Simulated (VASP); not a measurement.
Input of a VASP 6.6.1 run:

The input INCAR:

```
PREC = Accurate
ENCUT = 700
EDIFF = 1E-6
ISMEAR = 0
SIGMA = 0.05
LREAL = False
LASPH = True
NELM = 100
ALGO = Fast
ISIF = 2
LWAVE = False
LCHARG = False
```

File KPOINTS:

```
Automatic mesh
0
Gamma
  6 6 6
```

Contents of POSCAR:

```
HfO2
1.0
    0.0000000000      2.6000000000      2.6000000000
    2.6000000000      0.0000000000      2.6000000000
    2.6000000000      2.6000000000      0.0000000000
Hf O
1 2
Direct
    0.0000000000      0.0000000000      0.0000000000
    0.2500000000      0.2500000000      0.2500000000
    0.7500000000      0.7500000000      0.7500000000
```

Potentials or basis: VASP PAW LDA potentials, release 64 (Hf_pv, O).

The run is started by

```bash
$ cat potpaw_LDA.64/Hf_pv/POTCAR potpaw_LDA.64/O/POTCAR > POTCAR
$ mpirun -np 1 vasp_std > vasp.out
```

(1) What does it give for the band gap on the k mesh?

(2) What does it give for the pressure?

Results:

(1) 3.40 eV, direct.

(2) -28.5 GPa.

Caveat: a pressure of tens of GPa on the cell as given is suspect, and the run, the potentials or the cell itself is likely at fault; spin-orbit coupling is left out, which moves the levels of the heavy elements.
